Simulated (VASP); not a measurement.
# LiCl: exact exchange and RPA correlation, part 3 of 6

Wanted: where the RPA puts the energy minimum of LiCl. The scan starts from a database cell, scaled to the smallest volume of the series. The cell is of the rock-salt type, one of the forms listed for this formula. The start is a cell from a database of measured crystal structures.

VASP 6.6.1, plane waves and PAW; the level of theory is named at each step.

So far. Step 8 (Comparison: HSE06, volume ratio 0.94): Its energy is -4.2202 eV an atom, on a zero of its own. Step 9 (Orbitals, volume ratio 0.97): The run ends at a pressure of 1.29 GPa.

The database entry behind the starting cell differs from later determinations by our own check (0.1 to 0.3 % short, probably kX units), so it need not match the best structure at ambient conditions.

**10. Exact exchange, volume ratio 0.97**

This step: Hartree-Fock energy on PBE orbitals; plane waves and PAW (Cl_GW, Li_GW) (VASP 6.6.1).

Exact exchange at this point.

Input file INCAR:

```
SYSTEM = LiCl
PREC = Accurate
ENCUT = 300
ISMEAR = 0
SIGMA = 0.05
LREAL = .FALSE.
GGA = PE
NBANDS = 10
ALGO = Eigenval
NELM = 1
LHFCALC = .TRUE.
AEXX = 1
ALDAC = 0
AGGAC = 0
PRECFOCK = Normal
LWAVE = .FALSE.
LCHARG = .FALSE.
```

Input file POSCAR:

```
LiCl
1.0
    0.0000000000      2.5388614610      2.5388614610
    2.5388614610      0.0000000000      2.5388614610
    2.5388614610      2.5388614610      0.0000000000
Cl Li
1 1
Direct
    0.5000000000      0.5000000000      0.5000000000
    0.0000000000      0.0000000000      0.0000000000
```

Input file KPOINTS:

```
Automatic mesh
0
Gamma
4 4 4
0 0 0
```

PAW data sets: Cl_GW and Li_GW (PBE family, release 64).

The WAVECAR or CHGCAR of an earlier step is read.

The run is started by

```bash
mpirun -np 8 vasp_std
```

Output:

```text
[banner, memory and clock lines left out]
running    8 mpi-ranks, on    1 nodes
[...]
[... a notice as in an earlier step ...]

 LDA part: xc-table for (Slater+PW92), standard interpolation
 [... a notice as in an earlier step ...]

 found WAVECAR, reading the header
  number of bands has changed, file:    10 present:    16
  trying to continue reading WAVECAR, but it might fail
 POSCAR, INCAR and KPOINTS ok, starting setup
[...]
reading WAVECAR
 random initialization beyond band           10
 the WAVECAR file was read successfully
 initial charge from wavefunction
 entering main loop
       N       E                     dE             d eps       ncg     rms          rms(c)
EIG:   1    -0.125544144553E+02   -0.12554E+02    0.00000E+00     0   0.000E+00
   1 F= -.12554414E+02 E0= -.12554414E+02  d E =-.261237E-20
```

It took 5.4 s on 8 MPI ranks of AMD EPYC 7R43, shared host; peak memory 0.57 GiB; 36 s of CPU time.

From OUTCAR (step 10):

```text
  FREE ENERGIE OF THE ION-ELECTRON SYSTEM (eV)
  ---------------------------------------------------
  free  energy   TOTEN  =       -12.5544144553 eV

  energy  without entropy=      -12.5544144553  energy(sigma->0) =      -12.55441446

[... 3 parts as in an earlier step ...]

[... 1 further part left out ...]
[key lines of the parts left out:]
E-fermi :  -0.4323
```

The Hartree-Fock energy on these orbitals is -6.2772 eV an atom.

**11. Empty bands, volume ratio 0.97**

This step: PBE; plane waves and PAW (Cl_GW, Li_GW) (VASP 6.6.1).

The empty bands are made again, for the run that follows.

Input file INCAR:

```
SYSTEM = LiCl
PREC = Accurate
ENCUT = 300
ISMEAR = 0
SIGMA = 0.05
LREAL = .FALSE.
GGA = PE
NBANDS = 392
ALGO = Exact
NELM = 1
LWAVE = .TRUE.
LCHARG = .FALSE.
LOPTICS = .TRUE.
NEDOS = 1000
CSHIFT = 0.1
```

POSCAR is that of step 10.

KPOINTS is that of step 10.

The run is started by

```bash
mpirun -np 8 vasp_std
```

Output:

```text
[banner, memory and clock lines left out]
running    8 mpi-ranks, on    1 nodes
[...]
[... a notice as in an earlier step ...]

 LDA part: xc-table for (Slater+PW92), standard interpolation
 found WAVECAR, reading the header
  number of bands has changed, file:    10 present:   392
  trying to continue reading WAVECAR, but it might fail
 POSCAR, INCAR and KPOINTS ok, starting setup
[...]
reading WAVECAR
 random initialization beyond band           10
 the WAVECAR file was read successfully
 initial charge from wavefunction
 entering main loop
       N       E                     dE             d eps       ncg     rms          rms(c)
DIA:   1    -0.735906679591E+01   -0.73591E+01    0.00000E+00     0   0.000E+00
   1 F= -.73590668E+01 E0= -.73590668E+01  d E =-.227740E-28
 writing wavefunctions
 optical routines
 imaginary and real dielectric function
 recalculating local potential from charge density
 direction            1
 direction            2
 direction            3
```

Wall time 2.6 s (8 MPI ranks); peak memory 0.63 GiB; 15 s of CPU time.

From OUTCAR (step 11):

```text
  Total        0.2645406      0.2645406      0.2645406     -0.0000000     -0.0000000      0.0000000
  in kB       12.9495886     12.9495886     12.9495886     -0.0000000     -0.0000000      0.0000000
  external PRESSURE =      12.9495886 kB  Pullay stress =       0.0000000 kB

 POSITION                                       TOTAL-FORCE (eV/Angst)
 -----------------------------------------------------------------------------------
      2.53886      2.53886      2.53886        -0.000000     -0.000000     -0.000000
      0.00000      0.00000      0.00000         0.000000      0.000000      0.000000
 -----------------------------------------------------------------------------------
    total drift:                                0.000000      0.000000      0.000000

  FREE ENERGIE OF THE ION-ELECTRON SYSTEM (eV)
  ---------------------------------------------------
  free  energy   TOTEN  =        -7.3590667959 eV

  energy  without entropy=       -7.3590667959  energy(sigma->0) =       -7.35906680

[... 1 part as in an earlier step ...]

[... 2 further parts left out ...]
[key lines of the parts left out:]
E-fermi :  -0.3664
```

WAVECAR now holds 392 bands for 8 electrons.

**12. RPA correlation, volume ratio 0.97**

This step: RPA correlation on PBE orbitals; plane waves and PAW (Cl_GW, Li_GW) (VASP 6.6.1).

RPA correlation at this point.

Input file INCAR:

```
SYSTEM = LiCl
PREC = Accurate
ENCUT = 300
ISMEAR = 0
SIGMA = 0.05
LREAL = .FALSE.
GGA = PE
NBANDS = 392
ALGO = ACFDT
ENCUTGW = 200
NOMEGA = 12
PRECFOCK = Fast
LWAVE = .FALSE.
LCHARG = .FALSE.
```

POSCAR is that of step 11.

KPOINTS is that of step 11.

The run is started by

```bash
mpirun -np 8 vasp_std
```

Output:

```text
[banner, memory and clock lines left out]
running    8 mpi-ranks, on    1 nodes
[...]
[... a notice as in an earlier step ...]

 LDA part: xc-table for (Slater+PW92), standard interpolation
 found WAVECAR, reading the header
 POSCAR, INCAR and KPOINTS ok, starting setup
[...]
reading WAVECAR
 the WAVECAR file was read successfully
 initial charge from wavefunction
 available memory per node:     83.85 GB, setting MAXMEM to     85858

 The Fermi energy was updated, please check that it is located mid-gap
 values below the HOMO (VB) or above the LUMO (CB) will cause erroneous energies
 E-fermi :   2.4965

 the WAVEDER file was read successfully
 set NWRITE>2 for more details about minimax calculation
 number of imaginary grid points requested:      12
 number of distinct grids requested:  1
 quadrature errors minimized for energies in [ 0.650E+01, 0.309E+03 ]
 bosonic grid (T=0, re) determined with error: 0.1322E-09
 bosonic grid (re): 0.1322E-09
[...]
NQ=   2    0.2500    0.0000    0.0000,
|.........|.........|.........|.........
 performed       2366000 updates of chi_q(r,r)
 total number of BLAS operations        708.30 Gflops
NQ=   3    0.5000    0.0000    0.0000,
|.........|.........|.........|.........
 performed       3549000 updates of chi_q(r,r)
 total number of BLAS operations       1125.97 Gflops
NQ=   4    0.2500    0.2500    0.0000,
|.........|.........|.........|.........
 performed       4732000 updates of chi_q(r,r)
 total number of BLAS operations       1576.07 Gflops
NQ=   5    0.5000    0.2500    0.0000,
|.........|.........|.........|.........
 performed       5915000 updates of chi_q(r,r)
 total number of BLAS operations       2009.80 Gflops
NQ=   6   -0.2500    0.2500    0.0000,
|.........|.........|.........|.........
 performed       7098000 updates of chi_q(r,r)
 total number of BLAS operations       2427.47 Gflops
NQ=   7    0.5000    0.5000    0.0000,
|.........|.........|.........|.........
 performed       8281000 updates of chi_q(r,r)
 total number of BLAS operations       2894.24 Gflops
NQ=   8   -0.2500    0.5000    0.2500,
|.........|.........|.........|.........
 performed       9464000 updates of chi_q(r,r)
 total number of BLAS operations       3303.99 Gflops
 entering main loop
```

It took 38 s on 8 MPI ranks; peak memory 0.94 GiB.

OUTCAR, selected parts (step 12):

```text
      cutoff energy     smooth cutoff   RPA   correlation   Hartree contr. to MP2
---------------------------------------------------------------------------------
            200.000           160.000      -10.6616999043      -15.3116379466
            190.476           152.381      -10.5777291721      -15.2178496152
            181.406           145.125      -10.4882198549      -15.1175324282
            172.768           138.214      -10.3915935917      -15.0088366303
            164.541           131.632      -10.2895967923      -14.8936619134
            156.705           125.364      -10.1818402623      -14.7713578603
            149.243           119.394      -10.0672225519      -14.6405718177
            142.136           113.709       -9.9461853542      -14.5016919486
  linear regression

[... 2 parts as in an earlier step ...]

[... 2 further parts left out ...]
[key lines of the parts left out:]
E-fermi :   2.4965
```

Extrapolated by the program to an infinite response cutoff, the correlation energy is -5.8642 eV an atom, +12 meV against the point before. With exact exchange the total is -12.1414 eV an atom.

**13. Comparison: r2SCAN, volume ratio 0.97**

This step: r2SCAN; plane waves and PAW (Cl_GW, Li_GW) (VASP 6.6.1).

The comparison at this point.

Input file INCAR:

```
SYSTEM = LiCl
PREC = Accurate
ENCUT = 300
EDIFF = 1E-06
NELM = 100
ISMEAR = 0
SIGMA = 0.05
LREAL = .FALSE.
ALGO = Normal
METAGGA = R2SCAN
LASPH = .TRUE.
NBANDS = 10
LWAVE = .FALSE.
LCHARG = .FALSE.
KPAR = 8
```

POSCAR is that of step 12.

KPOINTS is that of step 12.

The run is started by

```bash
mpirun -np 8 vasp_std
```

Output:

```text
[banner, memory and clock lines left out]
running    8 mpi-ranks, on    1 nodes
[...]
[... a notice as in an earlier step ...]

 [... a notice as in an earlier step ...]

 LDA part: xc-table for (None), standard interpolation
 POSCAR, INCAR and KPOINTS ok, starting setup
[...]
entering main loop
       N       E                     dE             d eps       ncg     rms          rms(c)
DAV:   1     0.177647251096E+02    0.17765E+02   -0.32919E+03   160   0.461E+02
DAV:   2    -0.133676196004E+02   -0.31132E+02   -0.30776E+02   214   0.104E+02
DAV:   3    -0.142997474223E+02   -0.93213E+00   -0.93097E+00   208   0.216E+01
DAV:   4    -0.143082752489E+02   -0.85278E-02   -0.85274E-02   210   0.227E+00
[...]
DAV:  11    -0.124893927885E+02   -0.90731E-05   -0.92909E-07   202   0.883E-03    0.253E-03
DAV:  12    -0.124893917770E+02    0.10115E-05   -0.33003E-08   110   0.125E-03    0.110E-03
DAV:  13    -0.124893911381E+02    0.63894E-06   -0.10471E-08   104   0.828E-04
   1 F= -.12489391E+02 E0= -.12489391E+02  d E =-.216290E-14
```

Elapsed: 8.4 s, on 8 MPI ranks; peak memory 0.65 GiB.

OUTCAR, selected parts (step 13):

```text
  Total        0.1178859      0.1178859      0.1178859     -0.0000000     -0.0000000      0.0000000
  in kB        5.7706573      5.7706573      5.7706573     -0.0000000     -0.0000000      0.0000000
  external PRESSURE =       5.7706573 kB  Pullay stress =       0.0000000 kB

 POSITION                                       TOTAL-FORCE (eV/Angst)
 -----------------------------------------------------------------------------------
      2.53886      2.53886      2.53886        -0.000000      0.000000      0.000000
      0.00000      0.00000      0.00000         0.000000     -0.000000     -0.000000
 -----------------------------------------------------------------------------------
    total drift:                                0.000000      0.000000      0.000000

  FREE ENERGIE OF THE ION-ELECTRON SYSTEM (eV)
  ---------------------------------------------------
  free  energy   TOTEN  =       -12.4893911381 eV

  energy  without entropy=      -12.4893911381  energy(sigma->0) =      -12.48939114

[... 2 parts as in an earlier step ...]

[... 1 further part left out ...]
[key lines of the parts left out:]
E-fermi :  -0.8750
```

Its energy is -6.2447 eV an atom, on a zero of its own.

**14. Orbitals for comparison: HSE06, volume ratio 0.97**

This step: PBE; plane waves and PAW (Cl_GW, Li_GW) (VASP 6.6.1).

Starting orbitals, as before.

Input file INCAR:

```
SYSTEM = LiCl
PREC = Accurate
ENCUT = 300
EDIFF = 1E-05
NELM = 100
ISMEAR = 0
SIGMA = 0.05
LREAL = .FALSE.
ALGO = Normal
GGA = PE
NBANDS = 10
LORBIT = 11
LWAVE = .TRUE.
LCHARG = .FALSE.
KPAR = 8
```

POSCAR is that of step 13.

KPOINTS is that of step 13.

The run is started by

```bash
mpirun -np 8 vasp_std
```

Output:

```text
[... set-up lines as in an earlier step ...]
 entering main loop
       N       E                     dE             d eps       ncg     rms          rms(c)
[... 10 cycles as in an earlier step ...]
DAV:  11    -0.735906656958E+01    0.81061E-06   -0.30830E-06   106   0.989E-03
   1 F= -.73590666E+01 E0= -.73590666E+01  d E =-.634484E-13
 writing wavefunctions
```

Run time: 1.8 s. Hardware: 8 MPI ranks; peak memory 0.68 GiB.

OUTCAR, selected parts (step 14):

```text
  Total        0.2673706      0.2673706      0.2673706     -0.0000000     -0.0000000      0.0000000
  in kB       13.0881192     13.0881192     13.0881192     -0.0000000     -0.0000000      0.0000000
  external PRESSURE =      13.0881192 kB  Pullay stress =       0.0000000 kB

 POSITION                                       TOTAL-FORCE (eV/Angst)
 -----------------------------------------------------------------------------------
      2.53886      2.53886      2.53886         0.000000      0.000000     -0.000000
      0.00000      0.00000      0.00000        -0.000000     -0.000000      0.000000
 -----------------------------------------------------------------------------------
    total drift:                                0.000000      0.000000      0.000000

  FREE ENERGIE OF THE ION-ELECTRON SYSTEM (eV)
  ---------------------------------------------------
  free  energy   TOTEN  =        -7.3590665696 eV

  energy  without entropy=       -7.3590665696  energy(sigma->0) =       -7.35906657

[... 2 parts as in an earlier step ...]

[... 1 further part left out ...]
[key lines of the parts left out:]
E-fermi :  -0.5080
```

The run ends at a pressure of 1.31 GPa.

**15. Comparison: HSE06, volume ratio 0.97**

This step: HSE06; plane waves and PAW (Cl_GW, Li_GW) (VASP 6.6.1).

The comparison at this point.

Input file INCAR:

```
SYSTEM = LiCl
PREC = Accurate
ENCUT = 300
EDIFF = 1E-06
NELM = 100
ISMEAR = 0
SIGMA = 0.05
LREAL = .FALSE.
ALGO = Normal
LHFCALC = .TRUE.
AEXX = 0.25
GGA = PE
HFSCREEN = 0.2
LASPH = .TRUE.
NBANDS = 10
PRECFOCK = Fast
LWAVE = .FALSE.
LCHARG = .FALSE.
KPAR = 8
```

POSCAR is that of step 14.

KPOINTS is that of step 14.

The WAVECAR or CHGCAR of an earlier step is read.

The run is started by

```bash
mpirun -np 8 vasp_std
```

Output:

```text
[... set-up lines as in an earlier step ...]
 entering main loop
       N       E                     dE             d eps       ncg     rms          rms(c)
DAV:   1    -0.844982681283E+01   -0.84498E+01   -0.12301E-01   162   0.214E+00    0.152E-01
DAV:   2    -0.845061714305E+01   -0.79033E-03   -0.15824E-03   208   0.279E-01    0.111E-01
DAV:   3    -0.845050243955E+01    0.11470E-03   -0.35187E-05   206   0.531E-02    0.677E-02
DAV:   4    -0.845045585700E+01    0.46583E-04   -0.12459E-05   190   0.307E-02    0.407E-02
DAV:   5    -0.845043868039E+01    0.17177E-04   -0.56392E-06   212   0.204E-02    0.244E-02
DAV:   6    -0.845043241618E+01    0.62642E-05   -0.20918E-06   210   0.125E-02    0.147E-02
DAV:   7    -0.845043008365E+01    0.23325E-05   -0.80285E-07   178   0.785E-03    0.888E-03
DAV:   8    -0.845042914080E+01    0.94285E-06   -0.30010E-07    98   0.497E-03
   1 F= -.84504291E+01 E0= -.84504291E+01  d E =-.193075E-19
```

Elapsed: 13 s, on 8 MPI ranks; peak memory 1.4 GiB; 100 s of CPU time.

OUTCAR, selected parts (step 15):

```text
 POSITION                                       TOTAL-FORCE (eV/Angst)
 -----------------------------------------------------------------------------------
      2.53886      2.53886      2.53886        -0.000000     -0.000000      0.000000
      0.00000      0.00000      0.00000         0.000000      0.000000     -0.000000
 -----------------------------------------------------------------------------------
    total drift:                                0.000037      0.000015      0.000042

  FREE ENERGIE OF THE ION-ELECTRON SYSTEM (eV)
  ---------------------------------------------------
  free  energy   TOTEN  =        -8.4504291408 eV

  energy  without entropy=       -8.4504291408  energy(sigma->0) =       -8.45042914

[... 2 parts as in an earlier step ...]

[... 1 further part left out ...]
[key lines of the parts left out:]
E-fermi :  -1.4203
```

Its energy is -4.2252 eV an atom, on a zero of its own.

**16. Orbitals, volume ratio 1**

This step: PBE; plane waves and PAW (Cl_GW, Li_GW) (VASP 6.6.1).

The same chain follows at a volume ratio of 1.

Input file INCAR:

```
SYSTEM = LiCl
PREC = Accurate
ENCUT = 300
EDIFF = 1E-08
NELM = 100
ISMEAR = 0
SIGMA = 0.05
LREAL = .FALSE.
ALGO = Normal
GGA = PE
NBANDS = 10
LORBIT = 11
LWAVE = .TRUE.
LCHARG = .FALSE.
KPAR = 8
```

Input file POSCAR:

```
LiCl
1.0
    0.0000000000      2.5647700000      2.5647700000
    2.5647700000      0.0000000000      2.5647700000
    2.5647700000      2.5647700000      0.0000000000
Cl Li
1 1
Direct
    0.5000000000      0.5000000000      0.5000000000
    0.0000000000      0.0000000000      0.0000000000
```

KPOINTS is that of step 15.

The run is started by

```bash
mpirun -np 8 vasp_std
```

Output:

```text
[... set-up lines as in an earlier step ...]
 entering main loop
       N       E                     dE             d eps       ncg     rms          rms(c)
DAV:   1     0.173396427284E+02    0.17340E+02   -0.32863E+03   168   0.463E+02
DAV:   2    -0.651641008886E+01   -0.23856E+02   -0.23514E+02   194   0.933E+01
DAV:   3    -0.741531250297E+01   -0.89890E+00   -0.89805E+00   204   0.205E+01
DAV:   4    -0.742580447522E+01   -0.10492E-01   -0.10490E-01   224   0.235E+00
[...]
DAV:  12    -0.736640743069E+01   -0.22801E-06   -0.27462E-07   194   0.377E-03    0.189E-04
DAV:  13    -0.736640744150E+01   -0.10810E-07   -0.96323E-09   182   0.650E-04    0.229E-05
DAV:  14    -0.736640743455E+01    0.69469E-08   -0.13592E-10   110   0.953E-05
   1 F= -.73664074E+01 E0= -.73664074E+01  d E =-.120876E-13
 writing wavefunctions
```

Elapsed: 2 s, on 8 MPI ranks; peak memory 0.69 GiB.

OUTCAR, selected parts (step 16):

```text
  Total        0.0411033      0.0411033      0.0411033      0.0000000      0.0000000     -0.0000000
  in kB        1.9516947      1.9516947      1.9516947      0.0000000      0.0000000     -0.0000000
  external PRESSURE =       1.9516947 kB  Pullay stress =       0.0000000 kB

 POSITION                                       TOTAL-FORCE (eV/Angst)
 -----------------------------------------------------------------------------------
      2.56477      2.56477      2.56477        -0.000000     -0.000000      0.000000
      0.00000      0.00000      0.00000         0.000000      0.000000      0.000000
 -----------------------------------------------------------------------------------
    total drift:                                0.000000      0.000000      0.000000

  FREE ENERGIE OF THE ION-ELECTRON SYSTEM (eV)
  ---------------------------------------------------
  free  energy   TOTEN  =        -7.3664074346 eV

  energy  without entropy=       -7.3664074346  energy(sigma->0) =       -7.36640743

[... 1 part as in an earlier step ...]

[... 2 further parts left out ...]
[key lines of the parts left out:]
E-fermi :  -0.6867
```

The run ends at a pressure of 0.20 GPa.

**17. Exact exchange, volume ratio 1**

This step: Hartree-Fock energy on PBE orbitals; plane waves and PAW (Cl_GW, Li_GW) (VASP 6.6.1).

Exact exchange at this point.

Input file INCAR:

```
SYSTEM = LiCl
PREC = Accurate
ENCUT = 300
ISMEAR = 0
SIGMA = 0.05
LREAL = .FALSE.
GGA = PE
NBANDS = 10
ALGO = Eigenval
NELM = 1
LHFCALC = .TRUE.
AEXX = 1
ALDAC = 0
AGGAC = 0
PRECFOCK = Normal
LWAVE = .FALSE.
LCHARG = .FALSE.
```

POSCAR is that of step 16.

KPOINTS is that of step 16.

The run starts from files that an earlier step left in the folder.

The run is started by

```bash
mpirun -np 8 vasp_std
```

Output:

```text
[... set-up lines as in an earlier step ...]
 entering main loop
       N       E                     dE             d eps       ncg     rms          rms(c)
EIG:   1    -0.125756876274E+02   -0.12576E+02    0.00000E+00     0   0.000E+00
   1 F= -.12575688E+02 E0= -.12575688E+02  d E =-.169066E-15
```

It took 5 s on 8 MPI ranks; peak memory 0.55 GiB.

OUTCAR, selected parts (step 17):

```text
 POSITION                                       TOTAL-FORCE (eV/Angst)
 -----------------------------------------------------------------------------------
      2.56477      2.56477      2.56477         0.000000     -0.000000      0.000000
      0.00000      0.00000      0.00000        -0.000000      0.000000     -0.000000
 -----------------------------------------------------------------------------------
    total drift:                               -0.000000     -0.000000     -0.000000

  FREE ENERGIE OF THE ION-ELECTRON SYSTEM (eV)
  ---------------------------------------------------
  free  energy   TOTEN  =       -12.5756876274 eV

  energy  without entropy=      -12.5756876274  energy(sigma->0) =      -12.57568763

[... 2 parts as in an earlier step ...]

[... 1 further part left out ...]
[key lines of the parts left out:]
E-fermi :  -0.6663
```

The Hartree-Fock energy on these orbitals is -6.2878 eV an atom.

(Part 3 of 6 ends here.)

[Lines on the potential files, build, host, timing and source positions are cut from VASP's logs without a mark.]

[Logs are printed without paths, hosts, clocks, repeated set-up lines and the standing remarks that a program may print on its own settings, such as how far it seeks lower states.]

[Hosts, paths, dates, database ids (printed as entryN), source tags and the programs' standing remarks are cut or masked in the printed files.]

[Pressures printed for these runs are not shown converged in the cutoff: they can be off by several GPa and have the wrong sign.]
